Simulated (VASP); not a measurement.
Data:

```
CELL_PARAMETERS angstrom
      0.00000     3.52037     3.52037
      3.52037     0.00000     3.52037
      3.52037     3.52037     0.00000
ATOMIC_POSITIONS crystal
  K  0.00000 0.00000 0.00000
  I  0.50000 0.50000 0.50000
```

Method: PBE GGA, VASP's PBE PAW potentials (set 64) (plane waves; VASP 6.6.1). Run with 520 eV cut-off, 7×7×7 Γ-centred mesh, Gaussian smearing of 0.050 eV, potentials K_sv I.

Unless said otherwise, spin-orbit coupling is left out, though it shifts the bands of the heavy elements here.

Predict the energy per atom (σ→0), band gap (on the k-mesh) with the smallest direct gap where there is one.

| Item | Value |
|---|---|
| band gap (on the k-mesh) | 3.99 eV |
| smallest direct gap (on the k-mesh) | 3.99 eV |
| energy per atom (σ→0) | -2776 meV/atom |

The compound is KI in the rock salt structure. This cell is one point of a volume scan, at 0.94 of the reference volume.
